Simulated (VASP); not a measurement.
```yaml
crystal:
  lattice:
    - [0.00000, 2.73427, 2.73427]
    - [2.73427, 0.00000, 2.73427]
    - [2.73427, 2.73427, 0.00000]
  atoms:
    - { symbol: Si, position: [0.50000, 0.50000, 0.50000] }
    - { symbol: Si, position: [0.75000, 0.75000, 0.75000] }
```

Computed with PBE GGA, VASP's PBE PAW potentials (set 64) (plane waves; VASP). Run with 480 eV cut-off, 8×8×8 Γ-centred mesh, Gaussian smearing of 0.050 eV, potentials Si.

Question: What does the run give for the energy per atom (σ→0)?

Answer: 
The energy per atom (σ→0) is -523.2 kJ/mol-atom.

Total energies compare only between runs with the same potentials, cut-off and functional.

The compound is Si in the diamond structure. It was relaxed first. The start is the result of an earlier pass.
